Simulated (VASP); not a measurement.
```
Cd
1.0
    1.51980    -2.63237     0.00000
    1.51980     2.63237     0.00000
    0.00000     0.00000     5.73240
Cd
2
Cartesian
  1.51980   0.87746   1.43310
  1.51980  -0.87746   4.29930
```

The base run (VASP): PBE GGA, plane waves, VASP's PBE PAW potentials (set 64). Numerical set-up: 400 eV cut-off, 12×12×6 Γ-centred mesh, first-order Methfessel-Paxton smearing of 0.10 eV, potentials Cd.

One setting is varied; ΔE counts from the base run. The base run took about 40 core-seconds. Costs are core time on shared hosts, one run each; read them as rough ratios.

Pressures at a finite cut-off, here 400 eV, hold a Pulay part, which wasn't tested here.

```csv
setting,cost over the base run,electronic steps,ΔE (meV/atom),pressure (GPa)
PREC = Normal,within a factor of 2,11,-0.1,-0.84
PREC = Low,within a factor of 2,11,-1.4,-1.00
base run,reference,11,0.0,-0.86
PREC = Single,within a factor of 2,11,-0.3,-0.77
LASPH = .FALSE.,within a factor of 2,11,0.1,-0.86
ADDGRID = .TRUE.,within a factor of 2,11,0.0,-0.86
LREAL = Auto,within a factor of 2,11,-0.6,-0.87
```

Left out are runs that failed, have no time on record or changed the cell.

The compound is Cd in the hcp structure. The cell was not relaxed at this level.
